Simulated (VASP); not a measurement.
# Driving VASP from ASE on CdF2, part 3 of 4

Do ASE scripts that read CdF2 from different structure formats give one answer, and do several routes find one equilibrium volume? All runs use r2SCAN. Left out of this account: at least 1 further run (fields: a reference on another mesh). The start is a cell from a database of measured crystal structures.

VASP 6.6.1; r2SCAN; plane waves and PAW (Cd, F).

So far. Step 2 (Total energy, forces and stress (r2SCAN, through ASE)): The pressure is 1.01 GPa and the largest force 0.000 eV/Å, so the cell is not at a minimum at these settings. Step 3 (Self-consistent run (r2SCAN, through ASE)): The energy lies -0.07 meV an atom from the first script, since this cell and mesh sample the zone at other points.

## Step 4: Relaxing cell and atoms (r2SCAN, through ASE)

System of this step: CdF2. Symmetry: Fm-3m, No. 225, cubic system. Conventional cell: a = 5.388 Å, b = 5.388 Å, c = 5.388 Å, α = 90.00°, β = 90.00°, γ = 90.00°. Nearest to Cd lie 8 F at 2.33 Å. Nearest to F lie 4 Cd at 2.33 Å. Farther neighbours and most contacts between anions are not listed.

The start need not lie at this functional's minimum. ISIF = 3 frees volume, shape and positions, and EDIFFG sets the threshold on forces and stress at which the search stops.

run.py

```python
import numpy as np
from ase.calculators.vasp import Vasp
from ase import Atoms

atoms = Atoms(['Cd', 'F', 'F'],
              cell=[[0.0, 2.694, 2.694], [2.694, 0.0, 2.694], [2.694, 2.694, 0.0]],
              scaled_positions=[[0.0, 0.0, 0.0], [0.25, 0.25, 0.25], [0.75, 0.75, 0.75]],
              pbc=True)

calc = Vasp(
    xc='r2scan',
    pp='PBE',
    prec='Accurate',
    encut=520,
    ediff=1e-06,
    nelm=100,
    ismear=-1,
    sigma=0.05,
    lreal=False,
    algo='Normal',
    lasph=True,
    nbands=19,
    lorbit=11,
    lwave=False,
    lcharg=False,
    kpar=4,
    ibrion=2,
    nsw=60,
    isif=3,
    ediffg=-0.01,
    pp_version='64',
    setups={'Cd': '', 'F': ''},
    kpts=(8, 8, 8),
    gamma=True,
    txt='vasp.out',
)
atoms.calc = calc

print("energy (eV):", round(atoms.get_potential_energy(), 6))
print("Fermi level (eV):", round(calc.get_fermi_level(), 4))
print("forces (eV/A):")
print(np.round(atoms.get_forces(), 4))
print("stress (GPa, Voigt, tension positive):", np.round(atoms.get_stress() * 160.21766, 3))
print("cell (A, degrees):", np.round(atoms.cell.cellpar(), 4))
print("volume (A^3):", round(atoms.get_volume(), 4))
print("positions:")
print(np.round(atoms.get_scaled_positions(), 5))
```

Potentials, in the order of the species: Cd and F (PBE family, release 64).

Launch:

```sh
export ASE_VASP_COMMAND="mpirun -np 4 vasp_std"
python run.py
```

The log of the run:

```text
energy (eV): -33.720344
Fermi level (eV): -0.8798
forces (eV/A):
[[ 0. -0. -0.]
 [ 0.  0.  0.]
 [-0. -0. -0.]]
stress (GPa, Voigt, tension positive): [ 0.002  0.002  0.002 -0.     0.     0.   ]
cell (A, degrees): [ 3.8207  3.8207  3.8207 60.     60.     60.    ]
volume (A^3): 39.4383
positions:
[[0.   0.   0.  ]
 [0.25 0.25 0.25]
 [0.75 0.75 0.75]]
```

Elapsed: 88 s, on 4 MPI ranks of Intel Xeon Platinum 8375C at 2.90GHz (Ice Lake), shared host; peak memory 0.67 GiB; 5.7 min of CPU time.

The INCAR that ASE wrote:

```
ENCUT = 520.000000
SIGMA = 0.050000
EDIFF = 1.00e-06
EDIFFG = -1.00e-02
ALGO = Normal
METAGGA = R2SCAN
PREC = Accurate
IBRION = 2
ISIF = 3
ISMEAR = -1
KPAR = 4
LORBIT = 11
NBANDS = 19
NELM = 100
NSW = 60
LASPH = .TRUE.
LCHARG = .FALSE.
LWAVE = .FALSE.
LREAL = .FALSE.
```

ASE turned this into the KPOINTS:

```
KPOINTS created by Atomic Simulation Environment
0
Gamma
8 8 8
0 0 0
```

vasp.out:

```text
[banner, memory and clock lines left out]
running    4 mpi-ranks, on    1 nodes
 distrk:  each k-point on    1 cores,    4 groups
 distr:  one band on    1 cores,    1 groups

 POSCAR found type information on POSCAR CdF
 POSCAR found :  2 types and       3 ions
 [... a notice as in an earlier step ...]

 LDA part: xc-table for (None), standard interpolation
 POSCAR, INCAR and KPOINTS ok, starting setup
 FFT: planning ... GRIDC
 FFT: planning ... GRID_SOFT
 FFT: planning ... GRID
 WAVECAR not read
 entering main loop
       N       E                     dE             d eps       ncg     rms          rms(c)
[... 16 cycles as in an earlier step ...]
   1 F= -.33719294E+02 E0= -.33719294E+02  d E =-.337193E+02
 curvature:   0.00 expect dE= 0.000E+00 dE for cont linesearch  0.000E+00
 trial: gam= 0.00000 g(F)=  0.886E-47 g(S)=  0.295E-02 ort = 0.000E+00 (trialstep = 0.100E+01)
 search vector abs. value=  0.295E-02
 bond charge predicted
       N       E                     dE             d eps       ncg     rms          rms(c)
DAV:   1    -0.337583558566E+02   -0.39062E-01   -0.77777E-01  1162   0.102E+01    0.153E+00
DAV:   2    -0.337231808827E+02    0.35175E-01   -0.10901E-01  1150   0.313E+00    0.372E-01
DAV:   3    -0.337206219072E+02    0.25590E-02   -0.49247E-03  1126   0.126E+00    0.353E-01
DAV:   4    -0.337202486781E+02    0.37323E-03   -0.73468E-04  1228   0.403E-01    0.238E-01
DAV:   5    -0.337201861879E+02    0.62490E-04   -0.20846E-04  1102   0.167E-01    0.344E-02
DAV:   6    -0.337201816683E+02    0.45196E-05   -0.12030E-05  1176   0.686E-02    0.116E-02
DAV:   7    -0.337201824795E+02   -0.81123E-06   -0.58781E-06  1109   0.405E-02
   2 F= -.33720182E+02 E0= -.33720182E+02  d E =-.888521E-03
 trial-energy change:   -0.000889  1 .order   -0.000885   -0.002947    0.001177
 step:   0.7147(harm=  0.7147)  dis= 0.00000  next Energy=   -33.720347 (dE=-0.105E-02)
 bond charge predicted
       N       E                     dE             d eps       ncg     rms          rms(c)
DAV:   1    -0.337234624598E+02   -0.32808E-02   -0.63087E-02  1165   0.289E+00    0.432E-01
DAV:   2    -0.337205842232E+02    0.28782E-02   -0.88878E-03  1156   0.894E-01    0.104E-01
DAV:   3    -0.337203776327E+02    0.20659E-03   -0.40349E-04  1132   0.369E-01    0.968E-02
DAV:   4    -0.337203486475E+02    0.28985E-04   -0.61768E-05  1217   0.116E-01    0.662E-02
DAV:   5    -0.337203451649E+02    0.34826E-05   -0.17852E-05  1102   0.499E-02    0.106E-02
DAV:   6    -0.337203444059E+02    0.75901E-06   -0.10616E-06   571   0.215E-02
   3 F= -.33720344E+02 E0= -.33720344E+02  d E =-.105045E-02
 curvature:  -0.36 expect dE=-0.452E-08 dE for cont linesearch -0.452E-08
 trial: gam= 0.00000 g(F)=  0.967E-46 g(S)=  0.127E-07 ort =-0.611E-05 (trialstep = 0.943E+00)
 search vector abs. value=  0.128E-07
 reached required accuracy - stopping structural energy minimisation
```

OUTCAR, selected parts (step 4):

```text
The static configuration has the point symmetry O_h .

 Found     29 irreducible k-points:

   NELECT =      26.0000    total number of electrons

 E-fermi :  -0.8798

 k-point     1 :       0.0000    0.0000    0.0000
  band No.  band energies     occupation
    ...
      9      -2.8983      2.00000
     10      -2.8983      2.00000
     11      -2.4456      2.00000
     12      -2.4456      2.00000
     13      -2.4456      2.00000
     14       1.7883      0.00000
     15      11.6353      0.00000
     16      11.6353      0.00000
     17      11.6354      0.00000
     18      15.9095      0.00000
    ...

 k-point     2 :       0.1250    0.0000    0.0000
  band No.  band energies     occupation
    ...
      9      -3.0037      2.00000
     10      -3.0037      2.00000
     11      -2.5391      2.00000
     12      -2.4315      2.00000
     13      -2.4315      2.00000
     14       2.3463      0.00000
     15      10.8107      0.00000
     16      11.8760      0.00000
     17      11.8760      0.00000
     18      17.0511      0.00000
    ...

  Total       -0.0005122     -0.0005122     -0.0005122     -0.0000000      0.0000000     -0.0000000
  in kB       -0.0208099     -0.0208099     -0.0208099     -0.0000000      0.0000000     -0.0000000
  external PRESSURE =      -0.0208099 kB  Pullay stress =       0.0000000 kB

  energy-cutoff  :      520.00
  volume of cell :       39.44
      direct lattice vectors                 reciprocal lattice vectors
     0.000000000  2.701652425  2.701652425    -0.185071919  0.185071919  0.185071919
     2.701652425  0.000000000  2.701652425     0.185071919 -0.185071919  0.185071919
     2.701652425  2.701652425 -0.000000000     0.185071919  0.185071919 -0.185071919

 POSITION                                       TOTAL-FORCE (eV/Angst)
 -----------------------------------------------------------------------------------
      0.00000      0.00000      0.00000         0.000000     -0.000000     -0.000000
      1.35083      1.35083      1.35083         0.000000      0.000000      0.000000
      4.05248      4.05248      4.05248        -0.000000     -0.000000     -0.000000
 -----------------------------------------------------------------------------------
    total drift:                                0.000000      0.000000      0.000000

  FREE ENERGIE OF THE ION-ELECTRON SYSTEM (eV)
  ---------------------------------------------------
  free  energy   TOTEN  =       -33.7203444059 eV

  energy  without entropy=      -33.7203444058  energy(sigma->0) =      -33.72034441

 reached required accuracy - stopping structural energy minimisation

 total charge
# of ion       s       p       d       tot
------------------------------------------
    1        0.206   0.179   9.704  10.089
    2        1.743   4.371   0.000   6.114
    3        1.743   4.371   0.000   6.114
--------------------------------------------------
tot          3.692   8.922   9.704  22.317

[... 7 parts as in an earlier step ...]

[... 5 further parts left out ...]
```

CONTCAR:

```
Cd F
   1.00000000000000
     0.0000000000000000    2.7016524250361935    2.7016524250361935
     2.7016524250361935    0.0000000000000000    2.7016524250361935
     2.7016524250361935    2.7016524250361935   -0.0000000000000000
  Cd              F
     1     2
Direct
     0.0000000000000000    0.0000000000000000    0.0000000000000000
     0.2500000000000000    0.2500000000000000    0.2500000000000000
     0.7500000000000000    0.7500000000000000    0.7500000000000000
```

The run keeps the 48 symmetry operations of its start, so it cannot find a distortion of lower symmetry.

The steps of the relaxation:

```tsv
step	energy less that of the first step (eV)	largest force (eV/Å)	pressure (GPa)	volume (Å³)
1	0.0000	0.0000	1.01	39.10
2	-0.0009	0.0000	-0.40	39.57
3	-0.0010	0.0000	0.00	39.44
```

```tsv
conventional cell, symmetrised	before	after	change
a (Å)	5.388	5.403	+0.3 %
b (Å)	5.388	5.403	+0.3 %
c (Å)	5.388	5.403	+0.3 %
volume (Å³/atom)	13.03	13.15	+0.9 %
```

Final coordinates:

```cif
data_structure
_symmetry_space_group_name_H-M 'P 1'
_symmetry_Int_Tables_number 1
_cell_length_a 3.8207
_cell_length_b 3.8207
_cell_length_c 3.8207
_cell_angle_alpha 60.000
_cell_angle_beta 60.000
_cell_angle_gamma 60.000
_cell_volume 39.44
loop_
_atom_site_label
_atom_site_type_symbol
_atom_site_fract_x
_atom_site_fract_y
_atom_site_fract_z
_atom_site_occupancy
Cd1 Cd 0.00000 0.00000 0.00000 1
F2 F 0.25000 0.25000 0.25000 1
F3 F 0.75000 0.75000 0.75000 1
```

Numbers from this step:

```
electrons                       : 26
bands                           : 19
irreducible k-points            : 29
free energy (TOTEN)             : -33.72 eV
Fermi energy                    : -0.8798 eV
pressure                        : -0.002081 GPa
valence top at k                : -0.25, 0.5, 0.25
SCF cycles over all ionic steps : 29
gap on the k-mesh               : 3.720 eV
least direct gap on the k-mesh  : 4.234 eV
```

It ends with forces that vanish by symmetry and a pressure of 0.00 GPa.

## Step 5: Equation of state by an ASE loop (r2SCAN)

An ASE loop scales the volume at fixed shape and fractional positions and fits the energies, which gives the bulk modulus of a clamped cell from energies alone.

run.py

```python
import numpy as np
from ase.calculators.vasp import Vasp
from ase.io import read
from ase.eos import EquationOfState
from ase.units import GPa

atoms = read('structure.vasp')

calc = Vasp(
    xc='r2scan',
    pp='PBE',
    prec='Accurate',
    encut=520,
    ediff=1e-06,
    nelm=100,
    ismear=-1,
    sigma=0.05,
    lreal=False,
    algo='Normal',
    lasph=True,
    nbands=19,
    lorbit=11,
    lwave=False,
    lcharg=False,
    kpar=4,
    isif=2,
    pp_version='64',
    setups={'Cd': '', 'F': ''},
    kpts=(8, 8, 8),
    gamma=True,
    txt='vasp.out',
)
atoms.calc = calc

cell, volumes, energies = atoms.get_cell(), [], []
for x in [0.94, 0.96, 0.98, 1.0, 1.02, 1.04, 1.06]:
    atoms.set_cell(cell * x ** (1 / 3), scale_atoms=True)
    volumes.append(atoms.get_volume())
    energies.append(atoms.get_potential_energy())
    print(f"{x:.2f}  V = {volumes[-1]:.4f} A^3  E = {energies[-1]:.6f} eV")
v0, e0, b0 = EquationOfState(volumes, energies, eos="birchmurnaghan").fit()
print(f"V0 = {v0:.4f} A^3  E0 = {e0:.6f} eV  B0 = {b0 / GPa:.2f} GPa")
```

structure.vasp

```
CdF2
1.0
    0.0000000000      2.6940000000      2.6940000000
    2.6940000000      0.0000000000      2.6940000000
    2.6940000000      2.6940000000      0.0000000000
Cd F
1 2
Direct
    0.0000000000      0.0000000000      0.0000000000
    0.2500000000      0.2500000000      0.2500000000
    0.7500000000      0.7500000000      0.7500000000
```

The log of the run:

```text
0.94  V = 36.7579 A^3  E = -33.640232 eV
0.96  V = 37.5400 A^3  E = -33.680731 eV
0.98  V = 38.3221 A^3  E = -33.706524 eV
1.00  V = 39.1041 A^3  E = -33.719294 eV
1.02  V = 39.8862 A^3  E = -33.720070 eV
1.04  V = 40.6683 A^3  E = -33.710664 eV
1.06  V = 41.4504 A^3  E = -33.691993 eV
V0 = 39.5590 A^3  E0 = -33.721072 eV  B0 = 113.03 GPa
```

Elapsed: 5.2 min, on 4 MPI ranks; peak memory 0.69 GiB.

ASE turned this into the INCAR:

```
ENCUT = 520.000000
SIGMA = 0.050000
EDIFF = 1.00e-06
ALGO = Normal
METAGGA = R2SCAN
PREC = Accurate
ISIF = 2
ISMEAR = -1
KPAR = 4
LORBIT = 11
NBANDS = 19
NELM = 100
LASPH = .TRUE.
LCHARG = .FALSE.
LWAVE = .FALSE.
LREAL = .FALSE.
```

ASE turned this into the KPOINTS:

```
KPOINTS created by Atomic Simulation Environment
0
Gamma
8 8 8
0 0 0
```

vasp.out (the last of its runs):

```text
[banner, memory and clock lines left out]
running    4 mpi-ranks, on    1 nodes
 distrk:  each k-point on    1 cores,    4 groups
 distr:  one band on    1 cores,    1 groups

 POSCAR found type information on POSCAR CdF
 POSCAR found :  2 types and       3 ions
 [... a notice as in an earlier step ...]

 LDA part: xc-table for (None), standard interpolation
 POSCAR, INCAR and KPOINTS ok, starting setup
 FFT: planning ... GRIDC
 FFT: planning ... GRID_SOFT
 FFT: planning ... GRID
 WAVECAR not read
 WARNING: random wavefunctions but no delay for mixing, default for NELMDL
 entering main loop
       N       E                     dE             d eps       ncg     rms          rms(c)
DAV:   1     0.171265603851E+03    0.17127E+03   -0.15762E+04  1134   0.140E+03
DAV:   2    -0.342982426694E+02   -0.20556E+03   -0.19732E+03  1182   0.360E+02
DAV:   3    -0.432152065783E+02   -0.89170E+01   -0.88880E+01  1239   0.827E+01
DAV:   4    -0.432531320063E+02   -0.37925E-01   -0.37922E-01  1185   0.555E+00
DAV:   5    -0.432532580519E+02   -0.12605E-03   -0.12605E-03  1231   0.302E-01    0.799E+00
DAV:   6    -0.336343284730E+02    0.96189E+01   -0.44047E+00  1147   0.462E+01    0.875E+00
DAV:   7    -0.336664542994E+02   -0.32126E-01   -0.14976E+00  1141   0.109E+01    0.469E+00
DAV:   8    -0.336977280181E+02   -0.31274E-01   -0.19651E-01  1173   0.578E+00    0.164E+00
DAV:   9    -0.336909172506E+02    0.68108E-02   -0.76536E-02  1120   0.279E+00    0.294E-01
DAV:  10    -0.336920912710E+02   -0.11740E-02   -0.75474E-03  1141   0.819E-01    0.298E-01
DAV:  11    -0.336920632918E+02    0.27979E-04   -0.25688E-03  1141   0.480E-01    0.135E-01
DAV:  12    -0.336920116515E+02    0.51640E-04   -0.15405E-04  1171   0.213E-01    0.371E-02
DAV:  13    -0.336919993518E+02    0.12300E-04   -0.26533E-05  1180   0.550E-02    0.188E-02
DAV:  14    -0.336919950700E+02    0.42818E-05   -0.45559E-05  1135   0.621E-02    0.151E-02
DAV:  15    -0.336919938000E+02    0.12700E-05   -0.14916E-06   857   0.108E-02    0.705E-03
DAV:  16    -0.336919934912E+02    0.30883E-06   -0.11359E-06   656   0.995E-03
   1 F= -.33691993E+02 E0= -.33691993E+02  d E =-.184003E-10
```

From OUTCAR (step 5):

```text
   ENCUT  =  520.0 eV  38.22 Ry    6.18 a.u.   7.22  7.22  7.22*2*pi/ulx,y,z

   NELECT =      26.0000    total number of electrons

 E-fermi :  -1.1425

 k-point     1 :       0.0000    0.0000    0.0000
  band No.  band energies     occupation
    ...
      9      -3.1287      2.00000
     10      -3.1287      2.00000
     11      -2.8559      2.00000
     12      -2.8559      2.00000
     13      -2.8559      2.00000
     14       1.2570      0.00000
     15      11.0241      0.00000
     16      11.0241      0.00000
     17      11.0241      0.00000
     18      15.0891      0.00000
    ...

  Total       -1.3006347     -1.3006347     -1.3006347      0.0000000      0.0000000     -0.0000000
  in kB      -50.2732869    -50.2732869    -50.2732869      0.0000000      0.0000000     -0.0000000
  external PRESSURE =     -50.2732869 kB  Pullay stress =       0.0000000 kB

 POSITION                                       TOTAL-FORCE (eV/Angst)
 -----------------------------------------------------------------------------------
      0.00000      0.00000      0.00000        -0.000000     -0.000000     -0.000000
      1.37342      1.37342      1.37342        -0.000000     -0.000000     -0.000000
      4.12026      4.12026      4.12026         0.000000      0.000000      0.000000
 -----------------------------------------------------------------------------------
    total drift:                                0.000000     -0.000000      0.000000

  FREE ENERGIE OF THE ION-ELECTRON SYSTEM (eV)
  ---------------------------------------------------
  free  energy   TOTEN  =       -33.6919934912 eV

  energy  without entropy=      -33.6919934912  energy(sigma->0) =      -33.69199349

[... 3 parts as in an earlier step ...]

[... 13 further parts left out ...]
```

This step gave:

```yaml
bulk_modulus: 113.0 GPa
equilibrium_volume_of_the_fit: 13.19 Å³/atom
```

The fit over cells of fixed shape and fractional positions puts the volume +0.31 % from the relaxed one.

[end of part 3 of 4]

[Lines on the potential files, build, host, timing and source positions are cut from VASP's logs without a mark.]

[Logs are printed without paths, hosts, clocks, repeated set-up lines and the standing remarks that a program may print on its own settings, such as how far it seeks lower states.]

[Hosts, paths, dates, database ids (printed as entryN), source tags and the programs' standing remarks are cut or masked in the printed files.]

[A measured line is paired with the nearest computed mode of its activity, which favours agreement.]

[In band tables of VASP the shares of atoms and orbitals are scaled to a sum of 1 inside the atoms' spheres.]
